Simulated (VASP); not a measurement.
```yaml
crystal:
  lattice:
    - [0.00000, 2.43500, 2.43500]
    - [2.43500, 0.00000, 2.43500]
    - [2.43500, 2.43500, 0.00000]
  atoms:
    - { symbol: Be, position: [0.00000, 0.00000, 0.00000] }
    - { symbol: S, position: [0.25000, 0.25000, 0.25000] }
```

The base run (VASP): PBE GGA, plane waves, VASP's PBE PAW potentials (set 64). Numerical set-up: 400 eV cut-off, 8×8×8 Γ-centred mesh, Gaussian smearing of 0.050 eV, potentials Be S.

The base run took about 10 core-seconds. The timings are rough (shared machines, no repeats); factors under 2 mean little.

Pressures at a finite cut-off, here 400 eV, hold a Pulay part, which this task's highest cut-off puts under 0.2 GPa.

```json
[
 {"setting": "GGA = RE", "cost over the base run": "within a factor of 2", "electronic steps": "12", "pressure (GPa)": "2.17"},
 {"setting": "GGA = PS", "cost over the base run": "within a factor of 2", "electronic steps": "12", "pressure (GPa)": "-1.68"},
 {"setting": "IVDW = 11", "cost over the base run": "within a factor of 2", "electronic steps": "12", "pressure (GPa)": "-1.52"},
 {"setting": "GGA = AM", "cost over the base run": "within a factor of 2", "electronic steps": "12", "pressure (GPa)": "-1.16"},
 {"setting": "base run", "cost over the base run": "reference", "electronic steps": "12", "pressure (GPa)": "0.38"},
 {"setting": "AGGAC = 0.0, GGA = BO, LUSE_VDW = .TRUE., PARAM1 = 0.1833333333, PARAM2 = 0.22", "cost over the base run": "within a factor of 2", "electronic steps": "12", "pressure (GPa)": "0.28"},
 {"setting": "GGA removed, LMIXTAU = .TRUE., METAGGA = SCAN", "cost over the base run": "about 5 times", "electronic steps": "23", "pressure (GPa)": "-0.63"}
]
```

Left out are runs that failed, have no time on record or changed the cell.

The compound is BeS in the zinc blende structure. The cell was not relaxed at this level.
